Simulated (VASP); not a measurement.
OSZICAR of a VASP run on Ni3Fe (L1_2):

**OSZICAR**
```
       N       E                     dE             d eps       ncg     rms          rms(c)
DAV:   1     0.214460778009E+03    0.21446E+03   -0.14658E+04  5816   0.176E+03
DAV:   2    -0.173760313810E+02   -0.23184E+03   -0.22417E+03  5668   0.343E+02
DAV:   3    -0.290132834246E+02   -0.11637E+02   -0.11104E+02  5790   0.107E+02
DAV:   4    -0.291750696593E+02   -0.16179E+00   -0.16084E+00  6101   0.129E+01
DAV:   5    -0.291799147490E+02   -0.48451E-02   -0.48357E-02  7836   0.179E+00    0.206E+01
DAV:   6    -0.266656791305E+02    0.25142E+01   -0.43190E+01  5914   0.103E+02    0.228E+01
DAV:   7    -0.298599109717E+02   -0.31942E+01   -0.27320E+01  6824   0.129E+02    0.276E+01
DAV:   8    -0.248332708475E+02    0.50266E+01   -0.18124E+01  6935   0.581E+01    0.641E+00
DAV:   9    -0.250297081949E+02   -0.19644E+00   -0.79263E-01  6294   0.115E+01    0.351E+00
DAV:  10    -0.250034964470E+02    0.26212E-01   -0.16242E-01  7794   0.927E+00    0.163E+00
DAV:  11    -0.249995192079E+02    0.39772E-02   -0.45812E-02  8421   0.309E+00    0.118E+00
DAV:  12    -0.250020447954E+02   -0.25256E-02   -0.68131E-03  6698   0.207E+00    0.380E-01
DAV:  13    -0.250019782103E+02    0.66585E-04   -0.26162E-03  8072   0.870E-01    0.810E-02
DAV:  14    -0.250018907757E+02    0.87435E-04   -0.39018E-04  7621   0.242E-01    0.154E-01
DAV:  15    -0.250019316005E+02   -0.40825E-04   -0.17223E-04  6709   0.376E-01    0.274E-02
DAV:  16    -0.250019263285E+02    0.52719E-05   -0.23463E-05  6942   0.618E-02    0.342E-02
DAV:  17    -0.250019417582E+02   -0.15430E-04   -0.55909E-06  7080   0.643E-02    0.693E-03
DAV:  18    -0.250019436348E+02   -0.18766E-05   -0.16351E-06  5228   0.148E-02    0.481E-03
DAV:  19    -0.250019464180E+02   -0.27833E-05   -0.12183E-07  3129   0.694E-03    0.244E-03
DAV:  20    -0.250019476183E+02   -0.12003E-05   -0.54551E-08  3019   0.418E-03    0.673E-04
DAV:  21    -0.250019476339E+02   -0.15508E-07   -0.50927E-08  3017   0.213E-03
   1 F= -.25001948E+02 E0= -.25001948E+02  d E =0.000000E+00  mag=     4.7055
```

Which electronic solver shows in the log?

It is blocked Davidson (ALGO = Normal, or the opening steps of other solvers). The INCAR had ALGO = Normal.

How was spin treated?

Collinear spin (ISPIN = 2): the summary line carries one mag value, 4.71 μB in the cell.

Can the final energy be trusted as converged?

Self-consistency was reached. It stopped with EDIFF = 1E-7, NELM = 100 (PBE GGA, plane waves, VASP's PBE PAW potentials (set 64)).

The compound is Ni3Fe in the L1_2 structure. It was relaxed first.
